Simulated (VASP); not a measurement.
Given:

```xyz
6
Lattice="-1.8733 1.8733 4.7325 1.8733 -1.8733 4.7325 1.8733 1.8733 -4.7325" Properties=species:S:1:pos:R:3 pbc="T T T"
Ti     0.0000     1.8733     2.3662
Ti     0.0000     0.0000     0.0000
O      0.0000     1.8733     0.3964
O      0.0000     0.0000     7.4952
O      0.0000     0.0000     1.9698
O      0.0000     1.8733     4.3360
```

The numbers are results of LDA (Ceperley-Alder, Perdew-Zunger), VASP's LDA PAW potentials (set 64) (plane waves; VASP), not measurements. Settings: 520 eV cut-off, Gaussian smearing of 0.050 eV, potentials Ti_sv O.

### Question
Give the energies of bands 14 to 27 at the high-symmetry points, in eV from the valence-band maximum.

### Answer

```
band      Γ      X      P      N      M      S      R
----  -----  -----  -----  -----  -----  -----  -----
14    -3.93  -4.64  -4.53  -4.37  -3.84  -3.92  -4.78
15    -3.93  -4.36  -4.38  -3.80  -3.82  -3.86  -4.14
16    -3.58  -4.36  -4.38  -3.80  -3.82  -3.79  -4.14
17    -2.18  -3.97  -4.03  -3.60  -2.17  -3.11  -3.76
18    -2.18  -3.97  -4.03  -2.34  -2.17  -3.07  -3.76
19    -2.07  -2.76  -3.11  -2.15  -1.41  -2.39  -2.88
20    -0.80  -2.76  -3.11  -2.10  -1.41  -2.01  -2.88
21    -0.78  -2.19  -1.68  -2.05  -1.30  -1.25  -2.01
22    -0.78  -2.19  -1.68  -1.04  -1.30  -0.97  -2.01
23    -0.52  -0.05  -0.27  -0.84  -0.13  -0.97  -0.09
24    -0.52  -0.05  -0.27  -0.66  -0.13  -0.81  -0.09
25     2.04   3.37   3.63   3.25   2.42   3.22   3.33
26     2.84   3.37   3.63   3.59   2.42   3.51   3.33
27     4.05   3.89   3.65   3.61   3.82   3.62   3.82
```

The gap is indirect, 2.04 eV, from the valence maximum at Γ-X at 0.89 to the conduction minimum at Γ.

The compound is TiO2 in the anatase structure, one of several forms; rutile is the usual stable one. It was relaxed first.
